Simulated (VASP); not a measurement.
The system is Ni.

```
CELL_PARAMETERS angstrom
0.00000 1.76194 1.76194
1.76194 0.00000 1.76194
1.76194 1.76194 0.00000
ATOMIC_POSITIONS crystal
Ni 0.00000 0.00000 0.00000
```

Program: VASP 6.6.1. Alike in all runs: task single point; level PBE; potentials or basis VASP PAW PBE potentials, release 64 (Ni); spin collinear, ferromagnetic start; cell as given; smearing gaussian 0.1 eV. Hardware: 1 thread of Intel(R) Xeon(R) Platinum 8559C (Emerald Rapids), on a shared host.

Q: Order these runs on this cell by their wall time, lowest first.
A. k mesh 14 × 14 × 14; cutoff (eV) 600; mesh quality not flagged
B. k mesh 4 × 4 × 4; cutoff (eV) 520; mesh quality coarse
C. k mesh 22 × 22 × 22; cutoff (eV) 520; mesh quality not flagged

A: B (6.9 s), A (16 s), C (37 s).

Caveats: some runs use coarse meshes.
